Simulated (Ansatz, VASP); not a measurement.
**Two plane-wave programs on VP2Cl4**

```
P V Cl
1.0
     6.65974    0.00000    0.00000
     0.00000    6.65974    0.00000
     0.00000    0.00000    4.20214
P V Cl
2 1 4
Direct
  0.00000 0.50000 0.50000
  0.50000 0.00000 0.50000
  0.00000 0.00000 0.00000
  0.22100 0.22100 0.00000
  0.77900 0.22100 0.00000
  0.77900 0.77900 0.00000
  0.22100 0.77900 0.00000
```

The cell was built by a generator and needn't be a form met in nature.

Alike in both runs: task single point; functional r2SCAN; k mesh 5 × 5 × 8; no spin polarisation.

```csv
,VASP,Ansatz
version,VASP 6.6.1,Ansatz 0.2.0
potentials or method,"VASP PAW PBE potentials, release 64 (P, V_sv, Cl)",PAW plane waves
plane-wave cutoff (eV),520,500
occupations,"fermi-dirac, width 0.1 eV",fermi-dirac
valence electrons in the cell,51,51
```

|  | VASP | Ansatz | Ansatz less VASP |
| --- | --- | --- | --- |
| pressure (GPa) | 4.4 | 4.5 | +0.04 |
| largest component of the traceless stress (GPa) | 8.41 | 8.46 | +0.046 |
| rms of the force components (eV/Å) | 1.327 | 1.330 | +0.0029 |

Atom by atom the forces differ by 0.003 eV/Å (rms over components).

Caveats: the PAW data sets were made with another functional, which shifts forces and pressure a little (VASP); an odd number of electrons without spin polarisation forces a metal; a magnetic or distorted state may lie lower; the run has no spin polarisation, though such a crystal can be magnetic.
